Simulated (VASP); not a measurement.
Output of a VASP run:

### OUTCAR
```
 ion  position               nearest neighbor table
   1  0.750  0.750  0.750-   2 2.64   2 2.64   2 2.64   2 2.64   3 2.64   3 2.64   3 2.64   3 2.64
                             4 3.05   4 3.05   4 3.05   4 3.05   4 3.05   4 3.05
   2  0.500  0.500  0.500-   4 2.64   4 2.64   4 2.64   1 2.64   4 2.64   1 2.64   1 2.64   1 2.64
                             3 3.05   3 3.05   3 3.05   3 3.05   3 3.05   3 3.05
   3  0.000  0.000  0.000-   1 2.64   1 2.64   1 2.64   1 2.64   4 2.64   4 2.64   4 2.64   4 2.64
                             2 3.05   2 3.05   2 3.05   2 3.05   2 3.05   2 3.05
   4  0.250  0.250  0.250-   3 2.64   3 2.64   3 2.64   2 2.64   3 2.64   2 2.64   2 2.64   2 2.64
                             1 3.05   1 3.05   1 3.05   1 3.05   1 3.05   1 3.05
  LATTYP: Found a face centered cubic cell.
 ALAT       =     6.0978600000
 Subroutine PRICEL returns:
 Original cell was already a primitive cell.
 Subroutine GETGRP returns: Found 48 space group operations
The static configuration has the point symmetry T_d .
 The point group associated with its full space group is O_h .
The dynamic configuration has the point symmetry T_d .
 Subroutine INISYM returns: Found 48 space group operations
 Subroutine IBZKPT returns following result:
 Found     29 irreducible k-points:

 Following reciprocal coordinates:
            Coordinates               Weight
  0.000000  0.000000  0.000000      1.000000
  0.125000  0.000000  0.000000      8.000000
  0.250000  0.000000  0.000000      8.000000
  0.375000  0.000000  0.000000      8.000000
  0.500000  0.000000  0.000000      4.000000
  0.125000  0.125000  0.000000      6.000000
  0.250000  0.125000  0.000000     24.000000
  0.375000  0.125000  0.000000     24.000000
  0.500000  0.125000  0.000000     24.000000
 -0.375000  0.125000  0.000000     24.000000
 -0.250000  0.125000  0.000000     24.000000
 -0.125000  0.125000  0.000000     12.000000
  0.250000  0.250000  0.000000      6.000000
  0.375000  0.250000  0.000000     24.000000
  0.500000  0.250000  0.000000     24.000000
 -0.375000  0.250000  0.000000     24.000000
 -0.250000  0.250000  0.000000     12.000000
  0.375000  0.375000  0.000000      6.000000
  0.500000  0.375000  0.000000     24.000000
 -0.375000  0.375000  0.000000     12.000000
  0.500000  0.500000  0.000000      3.000000
  0.375000  0.250000  0.125000     24.000000
  0.500000  0.250000  0.125000     48.000000
 -0.375000  0.250000  0.125000     24.000000
  0.500000  0.375000  0.125000     24.000000
 -0.375000  0.375000  0.125000     48.000000
 -0.250000  0.375000  0.125000     24.000000
 -0.375000  0.500000  0.125000     12.000000
 -0.250000  0.500000  0.250000      6.000000
   k-points           NKPTS =     29   k-points in BZ     NKDIM =     29   number of bands    NBANDS=     33
   number of dos      NEDOS =    301   number of ions     NIONS =      4
   total plane-waves  NPLWV =  13824
   dimension x,y,z NGX =    24 NGY =   24 NGZ =   24
   dimension x,y,z NGXF=    48 NGYF=   48 NGZF=   48
   ions per type =               2   2
   PREC   = accura    normal or accurate (medium, high low for compatibility)
   ISTART =      0    job   : 0-new  1-cont  2-samecut
   ICHARG =      2    charge: 1-file 2-atom 10-const
   ISPIN  =      1    spin polarized calculation?
   LNONCOLLINEAR =      F non collinear calculations
   LSORBIT =      F    spin-orbit coupling
   INIWAV =      1    electr: 0-lowe 1-rand  2-diag
   ENCUT  =  300.0 eV  22.05 Ry    4.70 a.u.   6.09  6.09  6.09*2*pi/ulx,y,z
   NELM   =    100;   NELMIN=  2; NELMDL= -5     # of ELM steps
   EDIFF  = 0.1E-05   stopping-criterion for ELM
   LREAL  =      F    real-space projection
   NLSPLINE    = F    spline interpolate recip. space projectors
   LMAXMIX     =    4 max onsite mixed and CHGCAR
   VOSKOWN=      0    Vosko Wilk Nusair interpolation
   EDIFFG = -.1E-01   stopping-criterion for IOM
   NSW    =     50    number of steps for IOM
   NBLOCK =      1;   KBLOCK =     50    inner block; outer block
   IBRION =      2    ionic relax: 0-MD 1-quasi-New 2-CG
   NFREE  =      1    steps in history (QN), initial steepest desc. (CG)
   ISIF   =      3    stress and relaxation
   ISYM   =      2    0-nonsym 1-usesym 2-fastsym
   TEIN   =    0.0    initial temperature
...
```

File OSZICAR:
```
...
DAV:  14    -0.390332250764E+02    0.36515E-06   -0.86262E-07  1175   0.598E-03
   1 F= -.39033225E+02 E0= -.39012814E+02  d E =-.390332E+02
       N       E                     dE             d eps       ncg     rms          rms(c)
DAV:   1    -0.773596123097E+02   -0.38326E+02   -0.90790E+02  1954   0.273E+02    0.650E+01
DAV:   2    -0.808536255582E+02   -0.34940E+01   -0.43472E+02  2613   0.111E+02    0.611E+01
DAV:   3    -0.398251002176E+02    0.41029E+02   -0.30555E+02  2666   0.603E+01    0.268E+01
DAV:   4    -0.379932195459E+02    0.18319E+01   -0.35352E+01  2462   0.267E+01    0.188E+01
DAV:   5    -0.381166085966E+02   -0.12339E+00   -0.32101E+00  2201   0.105E+01    0.124E+01
DAV:   6    -0.382835746211E+02   -0.16697E+00   -0.45977E-01  2273   0.372E+00    0.723E+00
DAV:   7    -0.381947215265E+02    0.88853E-01   -0.43182E-01  2065   0.431E+00    0.139E+00
DAV:   8    -0.381926486988E+02    0.20728E-02   -0.10403E-02  2514   0.516E-01    0.785E-01
DAV:   9    -0.381915508880E+02    0.10978E-02   -0.30504E-03  2235   0.351E-01    0.171E-01
DAV:  10    -0.381913638999E+02    0.18699E-03   -0.86856E-04  2308   0.188E-01    0.410E-02
DAV:  11    -0.381913621987E+02    0.17012E-05   -0.49381E-05  2648   0.332E-02    0.160E-02
DAV:  12    -0.381913594852E+02    0.27135E-05   -0.19370E-05  2351   0.185E-02    0.760E-03
DAV:  13    -0.381913594749E+02    0.10298E-07   -0.12930E-06  1119   0.696E-03
   2 F= -.38191359E+02 E0= -.38164690E+02  d E =0.841866E+00
       N       E                     dE             d eps       ncg     rms          rms(c)
DAV:   1    -0.574874813262E+02   -0.19296E+02   -0.43078E+02  1922   0.176E+02    0.522E+01
DAV:   2    -0.452611272066E+02    0.12226E+02   -0.10248E+02  2111   0.668E+01    0.178E+01
DAV:   3    -0.424175974217E+02    0.28435E+01   -0.87778E+01  2601   0.397E+01    0.159E+01
DAV:   4    -0.391415259323E+02    0.32761E+01   -0.15508E+01  2552   0.193E+01    0.824E+00
DAV:   5    -0.392256848211E+02   -0.84159E-01   -0.12582E+00  2242   0.674E+00    0.264E+00
DAV:   6    -0.391836806885E+02    0.42004E-01   -0.20141E-01  2250   0.257E+00    0.736E-01
DAV:   7    -0.391855615700E+02   -0.18809E-02   -0.10040E-02  2256   0.638E-01    0.267E-01
DAV:   8    -0.391852348376E+02    0.32673E-03   -0.19061E-03  2589   0.219E-01    0.110E-01
DAV:   9    -0.391852096618E+02    0.25176E-04   -0.20397E-04  2076   0.890E-02    0.206E-02
DAV:  10    -0.391852078965E+02    0.17653E-05   -0.68732E-06  2025   0.147E-02    0.132E-02
DAV:  11    -0.391852080643E+02   -0.16784E-06   -0.25971E-06  1331   0.102E-02
   3 F= -.39185208E+02 E0= -.39163497E+02  d E =-.151983E+00
       N       E                     dE             d eps       ncg     rms          rms(c)
DAV:   1    -0.391961748336E+02   -0.10967E-01   -0.24082E-01  1940   0.437E+00    0.943E-01
DAV:   2    -0.391974405075E+02   -0.12657E-02   -0.10878E-01  2457   0.189E+00    0.941E-01
DAV:   3    -0.391867639029E+02    0.10677E-01   -0.74513E-02  2522   0.125E+00    0.279E-01
DAV:   4    -0.391857908292E+02    0.97307E-03   -0.56880E-03  2292   0.446E-01    0.121E-01
DAV:   5    -0.391858772523E+02   -0.86423E-04   -0.17565E-04  2348   0.729E-02    0.236E-02
DAV:   6    -0.391858769551E+02    0.29722E-06   -0.42906E-05  2121   0.376E-02    0.827E-03
DAV:   7    -0.391858759508E+02    0.10043E-05   -0.27197E-06  1785   0.664E-03    0.293E-03
DAV:   8    -0.391858754910E+02    0.45983E-06   -0.25082E-07   997   0.346E-03
   4 F= -.39185875E+02 E0= -.39164253E+02  d E =-.152650E+00
```

File OUTCAR:
```
------------------------ aborting loop because EDIFF is reached ----------------------------------------
  FORCE on cell =-STRESS in cart. coord.  units (eV):
  Direction    XX          YY          ZZ          XY          YZ          ZX
  --------------------------------------------------------------------------------------
  Total       -0.0252899     -0.0252899     -0.0252899      0.0000000     -0.0000000      0.0000000
  in kB       -0.6769989     -0.6769989     -0.6769989      0.0000000     -0.0000000      0.0000000
  external PRESSURE =      -0.6769989 kB  Pullay stress =       0.0000000 kB
  volume of cell :       59.85
      direct lattice vectors                 reciprocal lattice vectors
    -0.000000000  3.104655035  3.104655035    -0.161048488  0.161048488  0.161048488
     3.104655035  0.000000000  3.104655035     0.161048488 -0.161048488  0.161048488
     3.104655035  3.104655035  0.000000000     0.161048488  0.161048488 -0.161048488
 POSITION                                       TOTAL-FORCE (eV/Angst)
 -----------------------------------------------------------------------------------
      4.65698      4.65698      4.65698         0.000000      0.000000      0.000000
      3.10466      3.10466      3.10466         0.000000     -0.000000     -0.000000
      0.00000      0.00000      0.00000         0.000000      0.000000     -0.000000
      1.55233      1.55233      1.55233        -0.000000     -0.000000      0.000000
 -----------------------------------------------------------------------------------
    total drift:                               -0.000000      0.000000      0.000000
  FREE ENERGIE OF THE ION-ELECTRON SYSTEM (eV)
  ---------------------------------------------------
  free  energy   TOTEN  =       -39.1858754910 eV

  energy  without entropy=      -39.1426314310  energy(sigma->0) =      -39.16425346

 reached required accuracy - stopping structural energy minimisation
```
(Selected blocks of OUTCAR.)

### POSCAR
```
MoRu
1
    0.0000000000     3.0489300000     3.0489300000
    3.0489300000     0.0000000000     3.0489300000
    3.0489300000     3.0489300000     0.0000000000
Mo Ru
2 2
Direct
  0.7500000000   0.7500000000   0.7500000000
  0.5000000000   0.5000000000   0.5000000000
  0.0000000000   0.0000000000   0.0000000000
  0.2500000000   0.2500000000   0.2500000000
```

**Question.** Write an INCAR and KPOINTS that could have produced this output.

**Answer.** One answer among several that fit: the input of the run itself, PBE GGA, plane waves, VASP's PBE PAW potentials (set 64).

**INCAR**
```
# general
SYSTEM  = MoRu
PREC    = Accurate
ENCUT   = 300
LREAL   = .False.
LASPH   = .True.

# electronic loop
EDIFF   = 1E-6
NELM    = 100
ALGO    = Normal
LMAXMIX = 4

# smearing
ISMEAR  = 0
SIGMA   = 0.1

# functional
GGA     = PE

# ions
IBRION  = 2
NSW     = 50
ISIF    = 3
EDIFFG  = -0.01

# output
LWAVE   = .False.
LCHARG  = .False.
```

KPOINTS:
```
kpoints
0
gamma
8 8 8
```

POTCAR, in this order: Mo_sv Ru_pv (PBE.64 set). Program: vasp_std.

At this cut-off the stress carries a Pulay error, which pulls relaxed volumes low. Energy and stress use the plane-wave basis of the starting cell.

The structure was generated: MoRu was put into an ordered model structure, which need not be its known phase. This run relaxes it. Symmetry was kept, so distortions that lower it aren't found. The run is one of a series of settings (EDIFFG = -0.01, IBRION = 2, ISIF = 3, NSW = 50 against the base run), some of them coarse on purpose.
